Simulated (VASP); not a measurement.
# Ti6O: vacancies and antisites compared, part 2 of 7

Which native defect is cheapest in Ti6O, and how does that change with the growth condition? The start is a cell from a database of measured crystal structures.

VASP 6.6.1, plane waves and PAW; the level of theory is named at each step.

Still holding for the runs below: The k-mesh is coarse for a metal.

So far. Step 2 (Relaxing the host crystal): The run ended after 9 ionic steps, 0.178 eV below its first step, once forces and stress met EDIFFG = -0.02.

### Step 3. The supercell without the defect

Level of this step: PBEsol, no spin polarisation; plane waves and PAW (Ti, O) (VASP).

System of this step: Ti6O. The cell holds 42 atoms: 36 Ti and 6 O. Its edges and angles: a = 6.883 Å, b = 6.883 Å, c = 15.115 Å, α = 68.5°, β = 68.5°, γ = 78.7°. It derives from Ti6O.

The same cell, mesh and cutoff without the defect give the energy to subtract and, in a gapped host, the band edges to count from, so that most errors cancel.

File INCAR:

```
SYSTEM = Ti6O
PREC = Normal
ENCUT = 400
EDIFF = 1E-05
NELM = 120
ISMEAR = 1
SIGMA = 0.2
LREAL = Auto
ALGO = Fast
GGA = PS
LASPH = .TRUE.
LORBIT = 11
LWAVE = .FALSE.
LCHARG = .FALSE.
KPAR = 4
NCORE = 2
```

File POSCAR:

```
Ti6O
1.0
   -2.5191074978      4.3632221759      4.6901331782
    5.0382149956      0.0000000000      4.6901331782
    7.5573224934     13.0896665277      0.0000000000
Ti O
36 6
Direct
    0.3698379253      0.3698379252      0.9873385916
    0.3698379252      0.3698379252      0.3206719250
    0.8698379252      0.8698379252      0.1540052583
    0.3698379252      0.3698379252      0.6540052583
    0.8698379252      0.8698379252      0.4873385916
    0.8698379253      0.8698379252      0.8206719250
    0.0357647754      0.7039110752      0.9880784082
    0.0357647754      0.7039110752      0.3214117415
    0.5357647753      0.2039110752      0.1547450749
    0.0357647754      0.7039110751      0.6547450749
    0.5357647753      0.2039110752      0.4880784082
    0.5357647754      0.2039110751      0.8214117416
    0.7039110751      0.0357647754      0.9880784082
    0.7039110752      0.0357647754      0.3214117415
    0.2039110752      0.5357647754      0.1547450749
    0.7039110752      0.0357647753      0.6547450749
    0.2039110752      0.5357647754      0.4880784082
    0.2039110752      0.5357647753      0.8214117415
    0.1301620747      0.1301620748      0.1793280750
    0.1301620748      0.1301620747      0.5126614084
    0.6301620747      0.6301620748      0.3459947417
    0.1301620748      0.1301620747      0.8459947417
    0.6301620748      0.6301620748      0.6793280750
    0.6301620747      0.6301620748      0.0126614083
    0.2960889249      0.9642352246      0.0119215918
    0.2960889249      0.9642352246      0.3452549251
    0.7960889248      0.4642352246      0.1785882584
    0.2960889249      0.9642352246      0.6785882584
    0.7960889248      0.4642352247      0.5119215918
    0.7960889249      0.4642352246      0.8452549251
    0.9642352246      0.2960889249      0.0119215918
    0.9642352247      0.2960889248      0.3452549251
    0.4642352246      0.7960889248      0.1785882584
    0.9642352247      0.2960889249      0.6785882584
    0.4642352246      0.7960889248      0.5119215918
    0.4642352246      0.7960889248      0.8452549251
    0.0000000000      0.0000000000      0.0000000000
    0.0000000000      0.0000000000      0.3333333333
    0.5000000000      0.5000000000      0.1666666667
    0.0000000000      0.0000000000      0.6666666667
    0.5000000000      0.5000000000      0.5000000000
    0.5000000000      0.5000000000      0.8333333333
```

File KPOINTS:

```
Automatic mesh
0
Gamma
4 4 2
0 0 0
```

Potentials, in the order of the species: Ti and O (PBE family, release 64).

Command:

```console
$ mpirun -np 8 vasp_std
```

The program printed:

```text
[banner, memory and clock lines left out]
running    8 mpi-ranks, on    1 nodes
 distrk:  each k-point on    2 cores,    4 groups
 distr:  one band on    2 cores,    1 groups

 POSCAR found type information on POSCAR TiO
 POSCAR found :  2 types and      42 ions
 [... a notice as in an earlier step ...]

 LDA part: xc-table for (Slater+PW92), standard interpolation
 POSCAR, INCAR and KPOINTS ok, starting setup
 FFT: planning ... GRIDC
 FFT: planning ... GRID_SOFT
 FFT: planning ... GRID
 WAVECAR not read
 entering main loop
       N       E                     dE             d eps       ncg     rms          rms(c)
DAV:   1     0.113870333589E+04    0.11387E+04   -0.50510E+04  3136   0.118E+03
DAV:   2    -0.383415301935E+02   -0.11770E+04   -0.11444E+04  3184   0.300E+02
DAV:   3    -0.386188329072E+03   -0.34785E+03   -0.33888E+03  5472   0.144E+02
DAV:   4    -0.418748555465E+03   -0.32560E+02   -0.32280E+02  4608   0.487E+01
DAV:   5    -0.419458490887E+03   -0.70994E+00   -0.70607E+00  4416   0.678E+00    0.840E+01
RMM:   6    -0.368769695822E+03    0.50689E+02   -0.17272E+02  3372   0.462E+01    0.236E+01
RMM:   7    -0.365135925087E+03    0.36338E+01   -0.45937E+01  3500   0.171E+01    0.600E+00
RMM:   8    -0.364888938774E+03    0.24699E+00   -0.93653E+00  3947   0.964E+00    0.515E+00
RMM:   9    -0.365367923516E+03   -0.47898E+00   -0.51014E+00  4537   0.557E+00    0.420E+00
RMM:  10    -0.365239284727E+03    0.12864E+00   -0.12138E+00  4480   0.287E+00    0.127E+00
RMM:  11    -0.365258429756E+03   -0.19145E-01   -0.38617E-01  5094   0.106E+00    0.104E+00
RMM:  12    -0.365239000325E+03    0.19429E-01   -0.59403E-02  3820   0.813E-01    0.669E-01
RMM:  13    -0.365280017280E+03   -0.41017E-01   -0.47814E-01  4798   0.173E+00    0.162E+00
RMM:  14    -0.365259537736E+03    0.20480E-01   -0.40568E-02  3882   0.526E-01    0.136E+00
RMM:  15    -0.365246442890E+03    0.13095E-01   -0.28222E-02  4237   0.416E-01    0.100E+00
RMM:  16    -0.365233827772E+03    0.12615E-01   -0.46737E-02  5383   0.407E-01    0.466E-01
RMM:  17    -0.365232624866E+03    0.12029E-02   -0.32537E-03  4402   0.158E-01    0.391E-01
RMM:  18    -0.365232399659E+03    0.22521E-03   -0.17550E-03  5224   0.651E-02    0.344E-01
RMM:  19    -0.365232458914E+03   -0.59254E-04   -0.18158E-04  3907   0.238E-02    0.340E-01
RMM:  20    -0.365231431240E+03    0.10277E-02   -0.13413E-03  4660   0.869E-02    0.236E-01
RMM:  21    -0.365230706324E+03    0.72492E-03   -0.19048E-03  5403   0.990E-02    0.124E-01
RMM:  22    -0.365230525615E+03    0.18071E-03   -0.62017E-04  5347   0.509E-02    0.680E-02
RMM:  23    -0.365230458355E+03    0.67260E-04   -0.23590E-04  4543   0.364E-02    0.332E-02
RMM:  24    -0.365230444057E+03    0.14298E-04   -0.13521E-04  4070   0.269E-02    0.772E-03
RMM:  25    -0.365230443930E+03    0.12718E-06   -0.14450E-05  2537   0.113E-02
   1 F= -.36523044E+03 E0= -.36525987E+03  d E =0.882724E-01
```

Elapsed: 2.6 min, on 8 MPI ranks of AMD EPYC 7R43, shared host; peak memory 2.8 GiB.

OUTCAR, selected parts (step 3):

```text
  LATTYP: Found a base centered monoclinic cell.
 ALAT       =    10.6476761436
 B/A-ratio  =     0.8195632769
 C/A-ratio  =     1.2929361797
 COS(beta)  =    -0.2539305809

 Subroutine GETGRP returns: Found  4 space group operations
 (whereof  4 operations were pure point group operations)

The static configuration has the point symmetry C_2h.

 Found     14 irreducible k-points:

   k-points           NKPTS =     14   k-points in BZ     NKDIM =     14   number of bands    NBANDS=    112

   dimension x,y,z NGX =    36 NGY =   36 NGZ =   80
   dimension x,y,z NGXF=    72 NGYF=   72 NGZF=  160

   ENCUT  =  400.0 eV  29.40 Ry    5.42 a.u.  11.23 11.23 24.65*2*pi/ulx,y,z

   NELECT =     180.0000    total number of electrons

 E-fermi :   3.5333

 k-point     1 :       0.0000    0.0000    0.0000
  band No.  band energies     occupation
    ...
     88       3.5102      1.19461
     89       3.5328      1.00444
     90       3.5328      1.00434
     91       3.5427      0.92057
     92       3.5427      0.92056
     93       3.6953      0.01500
     94       3.6959      0.01352
     95       3.7099     -0.01672
     96       3.8697     -0.03870
     97       3.8697     -0.03870
    ...

 k-point     2 :       0.2500    0.0000    0.0000
  band No.  band energies     occupation
    ...
     86       3.2991      2.06996
     87       3.3454      2.03535
     88       3.3557      2.01862
     89       3.4449      1.67334
     90       3.5357      0.97989
     91       3.6245      0.31032
     92       3.6941      0.01802
     93       3.7291     -0.04561
     94       3.7848     -0.07060
     95       3.8027     -0.06705
    ...

  Total       -3.5209229     -3.4206982     -4.0812683      0.0867971     -0.0264378     -0.0152639
  in kB       -9.1189880     -8.8594119    -10.5702506      0.2247995     -0.0684725     -0.0395326
  external PRESSURE =      -9.5162168 kB  Pullay stress =       0.0000000 kB

  energy-cutoff  :      400.00
  volume of cell :      618.62
      direct lattice vectors                 reciprocal lattice vectors
    -2.519107498  4.363222176  4.690133178    -0.099241497  0.057297105  0.106606781
     5.038214996  0.000000000  4.690133178     0.099241497 -0.057297105  0.106606781
     7.557322493 13.089666528  0.000000000     0.033080499  0.057297105 -0.035535594

 POSITION                                       TOTAL-FORCE (eV/Angst)
 -----------------------------------------------------------------------------------
      8.39330     14.53762      3.46918         0.033973      0.058842     -0.094000
      3.35508      5.81117      3.46918         0.033973      0.058842     -0.094000
      3.35508      5.81117      8.15931         0.033973      0.058842     -0.094000
      5.87419     10.17440      3.46918         0.033973      0.058842     -0.094000
      5.87419     10.17440      8.15931         0.033973      0.058842     -0.094000
      8.39330     14.53762      8.15931         0.033973      0.058842     -0.094000
     10.92359     13.08967      3.46918        -0.075240      0.003727     -0.086136
      5.88537      4.36322      3.46918        -0.075240      0.003727     -0.086136
      0.84716      4.36322      3.46918        -0.075240      0.003727     -0.086136
      8.40448      8.72644      3.46918        -0.075240      0.003727     -0.086136
      3.36626      8.72644      3.46918        -0.075240      0.003727     -0.086136
      5.88537     13.08967      3.46918        -0.075240      0.003727     -0.086136
      5.87419     16.00494      3.46918         0.040848     -0.063296     -0.086136
      0.83598      7.27849      3.46918         0.040848     -0.063296     -0.086136
      3.35508      2.91527      3.46918         0.040848     -0.063296     -0.086136
      3.35508     11.64172      3.46918         0.040848     -0.063296     -0.086136
      5.87419      7.27849      3.46918         0.040848     -0.063296     -0.086136
      8.39330     11.64172      3.46918         0.040848     -0.063296     -0.086136
      1.68313      2.91527      1.22095        -0.033973     -0.058842      0.094000
      4.20224      7.27849      1.22095        -0.033973     -0.058842      0.094000
      4.20224      7.27849      5.91109        -0.033973     -0.058842      0.094000
      6.72135     11.64172      1.22095        -0.033973     -0.058842      0.094000
      6.72135     11.64172      5.91109        -0.033973     -0.058842      0.094000
      1.68313      2.91527      5.91109        -0.033973     -0.058842      0.094000
      4.20224      1.44795      5.91109        -0.040848      0.063296      0.086136
      6.72135      5.81117      5.91109        -0.040848      0.063296      0.086136
      1.68313      5.81117      5.91109        -0.040848      0.063296      0.086136
      9.24045     10.17440      5.91109        -0.040848      0.063296      0.086136
      4.20224     10.17440      5.91109        -0.040848      0.063296      0.086136
      6.72135     14.53762      5.91109        -0.040848      0.063296      0.086136
     -0.84716      4.36322      5.91109         0.075240     -0.003727      0.086136
      1.67195      8.72644      5.91109         0.075240     -0.003727      0.086136
      4.19106      4.36322      5.91109         0.075240     -0.003727      0.086136
      4.19106     13.08967      5.91109         0.075240     -0.003727      0.086136
      6.71017      8.72644      5.91109         0.075240     -0.003727      0.086136
      9.22927     13.08967      5.91109         0.075240     -0.003727      0.086136
      0.00000      0.00000      0.00000         0.000000     -0.000000      0.000000
      2.51911      4.36322      0.00000         0.000000     -0.000000      0.000000
[...]
-----------------------------------------------------------------------------------
    total drift:                               -0.000000      0.000000      0.000000

  FREE ENERGIE OF THE ION-ELECTRON SYSTEM (eV)
  ---------------------------------------------------
  free  energy   TOTEN  =      -365.2304439296 eV

  energy  without entropy=     -365.3187163561  energy(sigma->0) =     -365.25986807

 total charge
# of ion       s       p       d       tot
------------------------------------------
    1        0.534   0.670   2.470   3.674
    2        0.534   0.670   2.470   3.674
    3        0.534   0.670   2.470   3.674
    4        0.534   0.670   2.470   3.674
    5        0.534   0.670   2.470   3.674
    6        0.534   0.670   2.470   3.674
    7        0.534   0.669   2.470   3.674
    8        0.534   0.669   2.470   3.674
    9        0.534   0.669   2.470   3.674
   10        0.534   0.669   2.470   3.674
   11        0.534   0.669   2.470   3.674
   12        0.534   0.669   2.470   3.674
   13        0.534   0.669   2.470   3.674
   14        0.534   0.669   2.470   3.674
   15        0.534   0.669   2.470   3.674
   16        0.534   0.669   2.470   3.674
   17        0.534   0.669   2.470   3.674
   18        0.534   0.669   2.470   3.674
   19        0.534   0.670   2.470   3.674
   20        0.534   0.670   2.470   3.674
   21        0.534   0.670   2.470   3.674
   22        0.534   0.670   2.470   3.674
   23        0.534   0.670   2.470   3.674
   24        0.534   0.670   2.470   3.674
   25        0.534   0.669   2.470   3.674
   26        0.534   0.669   2.470   3.674
   27        0.534   0.669   2.470   3.674
   28        0.534   0.669   2.470   3.674
   29        0.534   0.669   2.470   3.674
   30        0.534   0.669   2.470   3.674
   31        0.534   0.669   2.470   3.674
   32        0.534   0.669   2.470   3.674
   33        0.534   0.669   2.470   3.674
   34        0.534   0.669   2.470   3.674
   35        0.534   0.669   2.470   3.674
   36        0.534   0.669   2.470   3.674
   37        1.589   3.512   0.000   5.101
[...]
--------------------------------------------------
tot         28.768  45.177  88.920 162.865

[... 7 further parts left out ...]
```

This step gave:

- electronic cycles: 25
- electrons: 180
- free energy (TOTEN): -365.2304 eV
- energy at zero smearing: -365.2599 eV
- Fermi energy: 3.533 eV

Force (size) by element, in eV/Å:

```tsv
element	atoms	mean	spread (r.m.s.)	least	largest
Ti	36	0.115	0.001	0.114	0.116
O	6	0.000	0.000	0.000	0.000
```

The atoms with the largest values:

```tsv
atom	x, y, z (Å)	force (eV/Å)
Ti1	8.39, 14.54, 3.47	0.034, 0.059, -0.094
Ti2	3.36, 5.81, 3.47	0.034, 0.059, -0.094
Ti3	3.36, 5.81, 8.16	0.034, 0.059, -0.094
Ti4	5.87, 10.17, 3.47	0.034, 0.059, -0.094
Ti5	5.87, 10.17, 8.16	0.034, 0.059, -0.094
Ti6	8.39, 14.54, 8.16	0.034, 0.059, -0.094
Ti19	1.68, 2.92, 1.22	-0.034, -0.059, 0.094
Ti20	4.20, 7.28, 1.22	-0.034, -0.059, 0.094
```

At this mesh and cutoff the unrelaxed perfect cell keeps forces of up to 0.12 eV/Å, which the defect cells can relax away, so the formation energies come out somewhat too low.

The host is treated as a metal, as its relaxation found a gap under 0.3 eV or none, and only the neutral defect is run.

[end of part 2 of 7]

[Lines on the potential files, build, host, timing and source positions are cut from VASP's logs without a mark.]

[Logs are printed without paths, hosts, clocks, repeated set-up lines and the standing remarks that a program may print on its own settings, such as how far it seeks lower states.]

[Hosts, paths, dates, database ids (printed as entryN), source tags and the programs' standing remarks are cut or masked in the printed files.]

[In band tables of VASP the shares of atoms and orbitals are scaled to a sum of 1 inside the atoms' spheres.]

[Runs that stopped without an error message from VASP are left out.]
